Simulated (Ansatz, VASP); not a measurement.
# Cross-check of Zn2C between VASP and Ansatz

Aim: how closely do two programs agree when they are given the same cell, functional and k mesh? The cell is generated by rule, not measured, and may not be a known phase. The cell is taken from a series of runs on this material, whose earlier steps may have relaxed, scaled, displaced or heated it; both programs get it as it stands. Other levels of theory on this material are compared in a session of their own.

Program: Ansatz 0.2.0. Level of theory: plane waves, with VASP 6.6.1 beside it; zone-centre phonons at PBEsol. Results are calculated unless marked as measured.

The structure was built from a prototype and need not be the compound's stable phase.

## Step 1: The structure

Symmetry: Fm-3m, No. 225, cubic system. The conventional cell has a = 5.130 Å, b = 5.130 Å, c = 5.130 Å, α = 90.00°, β = 90.00°, γ = 90.00°. Nearest to C lie 8 Zn at 2.22 Å. Nearest to Zn lie 4 C at 2.22 Å. Farther neighbours are not listed.

## Step 2: Ansatz: zone-centre phonons, PBEsol

Ansatz runs on its default PAW (the set named soft_2) files.

Second derivatives magnify differences that forces hide, and they need a tight electronic threshold.

input.yaml reads:

```yaml
crystal:
  lattice:
    - [0.0, 2.5650471037, 2.5650471037]
    - [2.5650471037, 0.0, 2.5650471037]
    - [2.5650471037, 2.5650471037, 0.0]
  atoms:
    - { symbol: C, position: [0.0, 0.0, 0.0] }
    - { symbol: Zn, position: [0.25, 0.25, 0.25] }
    - { symbol: Zn, position: [0.75, 0.75, 0.75] }
kpoints:
  mp_grid: { grid: [12, 12, 12] }
hamiltonian:
  xc: pbesol
scf:
  occupations: { method: methfessel_paxton, width: 0.15 }
output:
  eigenvalues: true
phonons:
  method: dfpt
```

On the command line:

```sh
$ ansatz run input.yaml --threads 4 --pin off --max-ram 7168MiB --backend cpu --events-out ev --progress --plain --runs-dir out
```

Numbers of over 12 decimals in the logs are rounded to 6 here.

The program printed:

```text
zone centre: on kpoints.mp_grid the ground state, and the responses unless they are solved on pairs of k-points, stand on 163 of the mesh's 1728 k-points, reduced under 8 symmetry operations, with k and −k counted as one. Each operation leaves every solved displacement unchanged or reverses it
Engine: ansatz 0.2.0, x86_64-unknown-linux-gnu
Pseudopotentials: kind: paw
Pseudopotential: C, paw, valence charge 4, recommended cutoff 420 eV (normal), C.paw.azcp
Pseudopotential: Zn, paw, valence charge 12, recommended cutoff 420 eV (normal), Zn.paw.azcp
Functional definition: PBEsol
  exchange = pbesol_x
  correlation = pbesol_c
Crystal: 3 atoms, lattice volume = 33.753 Å³
Basis set: ecut = 420 eV, 645 PW (Γ), exchange–correlation on 50×50×50 points (8 copies of the dense FFT grid, shifted against one another)
Bands: 18, of which v1, the nominal top of the filled ones, is band 14 counted from 1 (13 counted from 0)
Symmetry: 48 space group operations
k-points: 163 of 1728 (irreducible under 8 space group operations, time reversal used)
Non-local potential: C, projectors of the file, l = 0: 2, l = 1: 2, l = 2: 1
Non-local potential: Zn, projectors of the file, l = 0: 2, l = 1: 2, l = 2: 3, l = 3: 1
PAW form: soft (Blöchl's): semilocal exchange-correlation on the pseudo side does not see the compensation charge
PAW frozen core: C, regenerated for the run's functional, and the local potential with it (the file was generated under x = pbe(κ = 0.804, μ = 0.219515), c = pbe(β = 0.066725))
PAW frozen core: Zn, regenerated for the run's functional, and the local potential with it (the file was generated under x = pbe(κ = 0.804, μ = 0.219515), c = pbe(β = 0.066725))
PAW one-centre angular grid: C, 110 points (default); XC on 64 Gauss nodes
PAW one-centre angular grid: Zn, 590 points (default); XC on 64 Gauss nodes
Initial density: superposition of atomic densities (neutral atoms: chi_scale 0, normalization atom), corrected by the library's trained network
Initial wavefunctions: pseudopotential atomic-orbital guess
Functional: x = pbesol(κ = 0.804, μ = 0.123457), c = pbesol(β = 0.046)
SCF iter   1: F=—  HF=-6806.486460 eV  |F-HF|=—  |Δ(HF+E_count)|=         —  Δρ=8.66e-3  dr2=2.69e-2  ethr=1.77e-3  ⟨swp⟩=5.0  Hψ=13266  notcnv=0
preconditioner: auto → none  [insulator: Δε(μ)=0.643 eV  Ē_g=11.851 eV  σ=0.150 eV  W_gap=0.54  n_scr=14 (ndim 8)  ℏωp=33.8 eV  f_vac=0.003  D(μ)=0.06/eV (n_scr^D=0)  ε∞_Penn≈9.1]
SCF iter   2: F=—  HF=-6806.479736 eV  |F-HF|=—  |Δ(HF+E_count)|=   6.72e-3  S|Δr|=    0.00e0  Δρ=2.51e-3  dr2=2.89e-3  ethr=9.59e-5  ⟨swp⟩=2.1  Hψ=6456  notcnv=0
SCF iter   3: F=—  HF=-6806.479028 eV  |F-HF|=—  |Δ(HF+E_count)|=   7.08e-4  S|Δr|=    0.00e0  Δρ=1.06e-3  dr2=2.34e-4  ethr=1.03e-5  ⟨swp⟩=2.0  Hψ=4941  notcnv=0
SCF iter   4: F=—  HF=-6806.478920 eV  |F-HF|=—  |Δ(HF+E_count)|=   1.08e-4  S|Δr|=    0.00e0  Δρ=1.93e-4  dr2=3.99e-6  ethr=8.35e-7  ⟨swp⟩=2.0  Hψ=4934  notcnv=0
SCF iter   5: F=—  HF=-6806.478924 eV  |F-HF|=—  |Δ(HF+E_count)|=   3.91e-6  S|Δr|=    0.00e0  Δρ=2.58e-5  dr2=2.30e-7  ethr=1.42e-8  ⟨swp⟩=2.0  Hψ=5217  notcnv=0
SCF iter   6: F=—  HF=-6806.478924 eV  |F-HF|=—  |Δ(HF+E_count)|=   4.96e-8  S|Δr|=    0.00e0  Δρ=3.27e-6  dr2=2.69e-9  ethr=8.22e-10  ⟨swp⟩=2.3  Hψ=5175  notcnv=0
SCF iter   7: F=—  HF=-6806.478924 eV  |F-HF|=—  |Δ(HF+E_count)|=  9.09e-11  S|Δr|=    0.00e0  Δρ=3.52e-7  dr2=1.47e-11  ethr=9.61e-12  ⟨swp⟩=2.0  Hψ=5190  notcnv=0
SCF iter   8: F=-6806.478924 eV  HF=-6806.478924 eV  |F-HF|=9.09e-13  |Δ(HF+E_count)|=  1.00e-11  S|Δr|=    0.00e0  Δρ=3.98e-8  dr2=4.44e-13  ethr=1.00e-12  ⟨swp⟩=5.3  Hψ=12993  notcnv=0
SCF 1 converged in 8 iterations: F = -6806.478924 eV  dr2 = 4.44e-13
  greatest PAW one-centre occupation: 0.982 electrons in one spin orbital (limit 2), on the Zn atom at site 2 (counted from 0), in its partial waves of l = 2
DFPT response loops at Γ: preconditioner auto → Kerker (q_TF=auto, 2.645 Å⁻¹) (partly filled bands, converged f_vac=0.001); β = 1.00, the filter's whole step (`scf.mixing.beta` (0.50) is not read by the response loops under this deck's `scf.mixing.preconditioner`; to damp them name `kerker` or `kerker_dos`, under which they read `scf.mixing.beta`, and type it under 1.00, their step now; both keys bind the ground state too); Broyden in place of MSR1
SCF converged after 8 iterations
Stability not checked: this state was not tested for a lower state beside it, because cold or Methfessel-Paxton smearing, or corrected tetrahedra, fill the levels in a way that the test cannot read (fill_not_monotonic; see scf.lower_state_search)
Free energy (F): -6806.478924 eV
Harris-Foulkes:  -6806.478924 eV  (|F-HF|=9.09e-13)
Internal energy: -6806.479067 eV  (E = F + TS)
E sigma→0 (E₀):  -6806.478960 eV
Entropy (-TS):   0.000143 eV (0.048 meV/atom)
Fermi energy:    12.440433 eV
Step filling:    the computed levels leave a gap of 0.0000 eV = 0.0 smearing widths at the electron count; against every level under it full and every level over it empty, smearing changes F+E_penalty+E_count by +0.072 meV and its σ→0 estimate by +0.037 meV
--- Per-component energies (eV) ---
  E_band       = 144.134185
  E_kinetic    = 349.733385
  E_local      = -3110.907308  (includes V_loc(G=0)·N_el)
  E_nonlocal   = 1254.906738
  E_hartree    = 1304.950577
  E_xc         = -320.309084
  E_vxc        = -166.068825  (∫ρ·V_xc dr)
  E_paw        = -3673.790935  (= ΣΔE_a)
  E_vpaw       = -793.430354  (= ΣTr[D̂ρ^β])
  E_aug_tail   = -0.000593  (compensation charges beyond the density's cutoff)
  E_ewald      = -2612.677657
  E_core_change = 1.615810  (= ΣΔE_core)
  E_smearing   = 0.000143  (= −TS)
  E_closure    = 0.000000  (closes the sum)
  Σ components = -6806.478924   (vs F -6806.478924, Δ=0.00e0)
--- Band table (eV; the first three rows and the last of 163) ---
  k-point 0: bands = [... 10 lower, 5.5978, 12.3710, 12.4291, 12.4291, 12.4291, 16.5488, 16.5488, 16.5488]
  k-point 1: bands = [... 10 lower, 5.5590, 11.3433, 12.3030, 12.3030, 13.1114, 16.4574, 16.7611, 16.7611]
  k-point 2: bands = [... 10 lower, 5.4478, 10.0027, 12.0155, 12.0155, 13.4523, 16.5296, 17.2360, 17.2360]
  k-point 162: bands = [... 10 lower, 5.6647, 7.3367, 7.4351, 7.4351, 16.3353, 17.7091, 17.7139, 17.7139]
--- Phonons (Γ-DFPT): 2 representative perturbations + reference, on 163 of 1728 k-points (Σ response iterations 7) ---
  k mesh reduced under 8 symmetry operations, with k and −k counted as one. Each operation leaves every solved displacement unchanged or reverses it
  ASR residual: 3.767e-5 → 0.000e0 eV/Å²; symmetrization residual: 6.291e-7 eV/Å²
  ASR residual per site (eV/Å²): 3.77e-5 4.32e-6 4.32e-6
  Γ frequencies (cm⁻¹): 0.00 0.00 0.00 208.38 208.38 208.38 263.54 263.54 263.54
  non-analytic LO–TO correction: not included (Born effective charges unavailable; polar crystals: no LO–TO splitting at Γ)
```

## Step 3: VASP: zone-centre phonons, PBEsol

The same cell, functional, mesh and smearing now go to VASP, with its own data sets.

Lines of VASP's logs that name or quote its potential files are left out, and so is its time.

INCAR reads:

```
SYSTEM = Zn2C
PREC = Accurate
ENCUT = 600
EDIFF = 1E-08
NELM = 120
ISMEAR = 1
SIGMA = 0.15
LREAL = .FALSE.
ALGO = Normal
GGA = PS
NBANDS = 20
LORBIT = 11
LWAVE = .FALSE.
LCHARG = .FALSE.
ISIF = 2
IBRION = 8
LASPH = .TRUE.
GGA_COMPAT = .FALSE.
KPAR = 2
```

POSCAR reads:

```
Zn2C
1.0
    0.0000000000      2.5650471037      2.5650471037
    2.5650471037      0.0000000000      2.5650471037
    2.5650471037      2.5650471037      0.0000000000
C Zn
1 2
Direct
    0.0000000000      0.0000000000      0.0000000000
    0.2500000000      0.2500000000      0.2500000000
    0.7500000000      0.7500000000      0.7500000000
```

KPOINTS reads:

```
Automatic mesh
0
Gamma
12 12 12
0 0 0
```

PAW data sets: C and Zn (PBE family, release 64).

On the command line:

```sh
$ mpirun -np 2 vasp_std
```

The program printed:

```text
[banner, memory and clock lines left out]
running    2 mpi-ranks, on    1 nodes
 distrk:  each k-point on    1 cores,    2 groups
 distr:  one band on    1 cores,    1 groups

 POSCAR found type information on POSCAR C Zn
 POSCAR found :  2 types and       3 ions
|                                                                             |
|               ----> ADVICE to this user running VASP <----                  |
|                                                                             |
|     You enforced a specific xc type in the INCAR file but a different       |
|     [... a line on the potential file left out ...]
|     I HOPE YOU KNOW WHAT YOU ARE DOING!                                     |
|                                                                             |

 LDA part: xc-table for (Slater+PW92), standard interpolation
 POSCAR, INCAR and KPOINTS ok, starting setup
 FFT: planning ... GRIDC
 FFT: planning ... GRID_SOFT
 FFT: planning ... GRID
 WAVECAR not read
 entering main loop
       N       E                     dE             d eps       ncg     rms          rms(c)
DAV:   1     0.147967605184E+03    0.14797E+03   -0.15535E+04  2928   0.240E+03
DAV:   2    -0.194454882206E+01   -0.14991E+03   -0.14388E+03  2904   0.357E+02
DAV:   3    -0.123822506989E+02   -0.10438E+02   -0.10220E+02  3220   0.938E+01
DAV:   4    -0.126027838334E+02   -0.22053E+00   -0.22005E+00  3080   0.125E+01
DAV:   5    -0.126043892799E+02   -0.16054E-02   -0.16053E-02  3260   0.101E+00    0.101E+01
DAV:   6    -0.108042354924E+02    0.18002E+01   -0.50745E+00  4084   0.560E+01    0.733E+00
DAV:   7    -0.108015623498E+02    0.26731E-02   -0.83822E-01  3236   0.120E+01    0.386E+00
DAV:   8    -0.107813302906E+02    0.20232E-01   -0.54208E-02  3160   0.166E+00    0.114E+00
DAV:   9    -0.107785527890E+02    0.27775E-02   -0.31565E-03  3932   0.635E-01    0.131E-01
DAV:  10    -0.107784836917E+02    0.69097E-04   -0.98994E-04  4180   0.298E-01    0.585E-02
DAV:  11    -0.107784994744E+02   -0.15783E-04   -0.14482E-04  3052   0.944E-02    0.209E-02
DAV:  12    -0.107784977505E+02    0.17239E-05   -0.43724E-06  3264   0.199E-02    0.987E-03
DAV:  13    -0.107784971813E+02    0.56924E-06   -0.80394E-07  3148   0.674E-03    0.296E-03
DAV:  14    -0.107784969520E+02    0.22924E-06   -0.42275E-07  4304   0.716E-03    0.669E-04
DAV:  15    -0.107784969498E+02    0.22446E-08   -0.51798E-08  3084   0.155E-03
   1 F= -.10778497E+02 E0= -.10778546E+02  d E =0.146135E-03
 Linear response reoptimize wavefunctions to high precision
DAV:   1    -0.107784969545E+02   -0.47366E-08   -0.36404E-09  2704   0.478E-04
DAV:   2    -0.107784969546E+02   -0.57298E-10   -0.42367E-10  1620   0.173E-04
 Linear response DOF=           2
 Linear response progress:
  Degree of freedom:   1/  2
       N       E                     dE             d eps       ncg     rms          rms(c)
RMM:   1    -0.121775972930E+00   -0.12178E+00    0.69429E-02 14924   0.201E+00
RMM:   2    -0.116294240544E+00    0.54817E-02   -0.55081E-03  9682   0.679E-01    0.153E-01
RMM:   3    -0.116557440034E+00   -0.26320E-03   -0.62796E-04 10593   0.175E-01    0.818E-02
RMM:   4    -0.116987851996E+00   -0.43041E-03   -0.22569E-04 10393   0.873E-02    0.184E-02
RMM:   5    -0.116954481478E+00    0.33371E-04   -0.10493E-05 10918   0.207E-02    0.150E-03
RMM:   6    -0.116941280593E+00    0.13201E-04   -0.77739E-07 10841   0.439E-03    0.820E-04
RMM:   7    -0.116935051097E+00    0.62295E-05   -0.12102E-07 11041   0.163E-03    0.294E-04
RMM:   8    -0.116935974634E+00   -0.92354E-06   -0.12838E-08 11476   0.474E-04    0.499E-05
RMM:   9    -0.116935729410E+00    0.24522E-06   -0.42452E-09 11195   0.114E-04    0.134E-05
RMM:  10    -0.116935620544E+00    0.10887E-06    0.14855E-08 10764   0.449E-05    0.282E-06
RMM:  11    -0.116935616205E+00    0.43396E-08   -0.42790E-09  8837   0.232E-05    0.154E-06
 first order change of Fermi-energy   0.22320E-02
 force on displaced ion       1 direction 1 :  -2.909   0.000   0.000
 Linear response progress:
  Degree of freedom:   2/  2
       N       E                     dE             d eps       ncg     rms          rms(c)
RMM:   1    -0.212669872511E+00   -0.21267E+00    0.10737E-02 16058   0.209E+00
RMM:   2    -0.209139911072E+00    0.35300E-02   -0.24591E-03 16091   0.625E-01    0.859E-02
RMM:   3    -0.209070799268E+00    0.69112E-04   -0.15729E-04 19571   0.997E-02    0.512E-02
RMM:   4    -0.208897401113E+00    0.17340E-03   -0.15088E-05 19714   0.303E-02    0.219E-03
RMM:   5    -0.208905101136E+00   -0.77000E-05   -0.12083E-06 20297   0.488E-03    0.137E-03
RMM:   6    -0.208911579616E+00   -0.64785E-05    0.10731E-07 19503   0.215E-03    0.205E-04
RMM:   7    -0.208911426130E+00    0.15349E-06    0.58989E-08 20377   0.605E-04    0.121E-04
RMM:   8    -0.208911442370E+00   -0.16240E-07    0.11364E-07 19887   0.264E-04    0.165E-05
RMM:   9    -0.208911359141E+00    0.83229E-07    0.20292E-08 20493   0.885E-05    0.107E-05
RMM:  10    -0.208911270771E+00    0.88370E-07    0.12480E-08 20115   0.526E-05    0.189E-06
RMM:  11    -0.208911272641E+00   -0.18704E-08    0.44597E-09 15834   0.333E-05    0.114E-06
 first order change of Fermi-energy  -0.82640E-04
 force on displaced ion       2 direction 1 :  -6.047  -0.000  -0.000
 Linear response finished
```

(Continued in part 2 of 2.)

[Lines on the potential files, build, host, timing and source positions are cut from VASP's logs without a mark.]

[Logs are printed without paths, hosts, clocks, repeated set-up lines and the standing remarks that a program may print on its own settings, such as how far it seeks lower states.]

[Hosts, paths, dates, database ids (printed as entryN), source tags and the programs' standing remarks are cut or masked in the printed files.]
